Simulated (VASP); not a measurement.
An input for Quantum ESPRESSO's pw.x (written as the equivalent of a VASP run, and not itself run):

```
&CONTROL
  calculation = 'scf'
  pseudo_dir = './pseudo'
  outdir = './out'
  tprnfor = .true.
  tstress = .true.
/
&SYSTEM
  ibrav = 0
  nat = 2
  ntyp = 2
  ecutwfc = 84
  occupations = 'smearing'
  smearing = 'methfessel-paxton'
  degauss = 0.00735
  input_dft = 'pbe'
  vdw_corr = 'grimme-d3'
  dftd3_version = 3
  dftd3_threebody = .false.
/
&ELECTRONS
  conv_thr = 7.3e-09
  electron_maxstep = 100
/
ATOMIC_SPECIES
  Zr 91.224 Zr.upf
  N 14.007 N.upf
CELL_PARAMETERS angstrom
     0.0000000    2.3040858    2.3040858
     2.3040858    0.0000000    2.3040858
     2.3040858    2.3040858    0.0000000
ATOMIC_POSITIONS crystal
  Zr   0.0000000  0.0000000  0.0000000
  N    0.5000000  0.5000000  0.5000000
K_POINTS automatic
  14 14 14 0 0 0
```

Problem. Translate this input to VASP (INCAR, KPOINTS, POSCAR, choice of POTCAR).

Solution. One answer among several that fit: 
### INCAR
```
SYSTEM = ZrN
PREC = Accurate; ENCUT = 520; LREAL = .False.
LASPH = .True.
EDIFF = 1E-7; NELM = 100; ALGO = Normal
LMAXMIX = 4
ISMEAR = 1; SIGMA = 0.1
GGA = PE; IVDW = 11
ISIF = 2
LWAVE = .False.; LCHARG = .False.
```

File POSCAR:
```
ZrN
1
    0.0000000000     2.3040858364     2.3040858364
    2.3040858364     0.0000000000     2.3040858364
    2.3040858364     2.3040858364     0.0000000000
Zr N
1 1
Direct
  0.0000000000   0.0000000000   0.0000000000
  0.5000000000   0.5000000000   0.5000000000
```

KPOINTS:
```
Automatic mesh
0
Gamma
14 14 14
0 0 0
```

POTCAR, in this order: Zr_sv N (PBE.64 set). Program: vasp_std.

Limits of the translation: the potentials are each code's own (VASP's PAW set, PseudoDojo norm-conserving files in pw.x), so ENCUT and ecutwfc are chosen apart and not converted; conv_thr bounds pw.x's estimated SCF error, while EDIFF bounds the energy change between steps.

The compound is ZrN in the rock salt structure. This cell is one point of a volume scan, at 1.03 of the reference volume.
